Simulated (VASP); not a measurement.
A convergence study with VASP on CdSe (wurtzite): one setting is varied, all else stays as given below, so the limit is that of these other settings.

```
CELL_PARAMETERS angstrom
      2.15000    -3.72391     0.00000
      2.15000     3.72391     0.00000
      0.00000     0.00000     7.01000
ATOMIC_POSITIONS crystal
  Cd 0.66667 0.33333 0.50000
  Cd 0.33333 0.66667 0.00000
  Se 0.66667 0.33333 0.87600
  Se 0.33333 0.66667 0.37600
```

Level of theory: PBE GGA, VASP's PBE PAW potentials (set 64) (plane waves; VASP 6.6.1). The tightest run used: 550 eV cut-off, 15×15×9 Γ-centred mesh, tetrahedra with Blöchl corrections, potentials Cd Se.

```json
[
 {"setting": "3×3×2 mesh", "E (eV/atom)": "-2.6768", "pressure (GPa)": "3.69", "irreducible k-points": "6"},
 {"setting": "4×4×2 mesh", "E (eV/atom)": "-2.7173", "pressure (GPa)": "3.38", "irreducible k-points": "8"},
 {"setting": "5×5×3 mesh", "E (eV/atom)": "-2.7266", "pressure (GPa)": "3.34", "irreducible k-points": "10"}
]
```

**Question.** These are the cheaper rows. Estimate the results at 15×15×9 mesh, and how far the last row shown lies from them.

**Answer.** 
| quantity | tightest run | last row shown is off by |
|---|---|---|
| E (eV/atom) | -2.7308 | 0.0042 |
| pressure (GPa) | 3.31 | 0.03 |

Left out are rungs that failed or repeat a setting and relaxations that didn't move; long series are thinned to 24 rows.

The compound is CdSe in the wurtzite structure. The cell was not relaxed at this level.
